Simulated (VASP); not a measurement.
The system is PtSe2.

```
CELL_PARAMETERS angstrom
3.71731 0.00000 0.00000
-1.85865 3.21928 0.00000
0.00000 0.00000 5.82007
ATOMIC_POSITIONS crystal
Pt 0.00000 0.00000 0.00000
Se 0.66667 0.33333 0.77461
Se 0.33333 0.66667 0.22539
```

The cell is a database's computed one.

| Property | Result |
| --- | --- |
| Program | VASP 6.6.1 |
| Task | relaxation of cell and atoms |
| Functional | PBE |
| Potentials or basis | VASP PAW PBE potentials, release 64 (Pt, Se) |
| Cutoff | 600 eV |
| k mesh | 9 × 9 × 6 |
| Occupations | gaussian, width 0.02 eV |
| Spin | no spin polarisation |

At the start: pressure 2.3 GPa; volume 23.22 Å³/atom.

**Question.** How do energy, volume and symmetry change on relaxing?

**Answer.** Over 24 steps the energy falls by 6.5 meV/atom and the volume is 26.06 Å³/atom (+12.2 %); space group P-3m1 (No. 164, to 0.05 Å).

The path:
```
step  energy change (eV)  largest force (eV/Å)  pressure (GPa)  volume (Å³)
   1              0.0000                0.1363            2.34        69.65
   2              0.0119                0.4785           -3.03        73.12
   3             -0.0110                0.1286           -0.01        71.04
   4             -0.0126                0.0837            0.00        71.16
   5             -0.0133                0.0247            0.03        71.33
   6             -0.0135                0.0178            0.08        71.38
   7             -0.0140                0.0034            0.25        71.54
   8             -0.0145                0.0477            0.59        71.87
   9             -0.0145                0.0474            0.58        71.88
  10             -0.0146                0.0459            0.58        71.93
  11             -0.0148                0.0434            0.55        72.02
  12             -0.0151                0.0383            0.51        72.19
  13             -0.0158                0.0285            0.44        72.54
  14             -0.0168                0.0097            0.29        73.24
  15             -0.0182                0.0232            0.04        74.64
  16             -0.0190                0.0731           -0.29        77.44
  17             -0.0191                0.0559           -0.19        76.58
  18             -0.0193                0.0306           -0.02        77.01
  19             -0.0194                0.0127            0.09        77.30
  20             -0.0195                0.0110            0.05        77.59
  21             -0.0196                0.0072           -0.03        78.13
  22             -0.0196                0.0067           -0.04        78.17
  23             -0.0196                0.0071           -0.03        78.16
  24             -0.0196                0.0042            0.03        78.18
```

Final structure:
```xyz
3
Lattice="3.7515 0.0000 0.0000 -1.8758 3.2489 0.0000 0.0000 0.0000 6.4143" Properties=species:S:1:pos:R:3 pbc="T T T"
Pt    3.7515    0.0000    0.0000
Se    1.8758    1.0830    5.1082
Se    0.0000    2.1659    1.3061
```

Caveat: this functional lacks dispersion, which binds the layers, so the pressure and a relaxed spacing across them are unreliable.
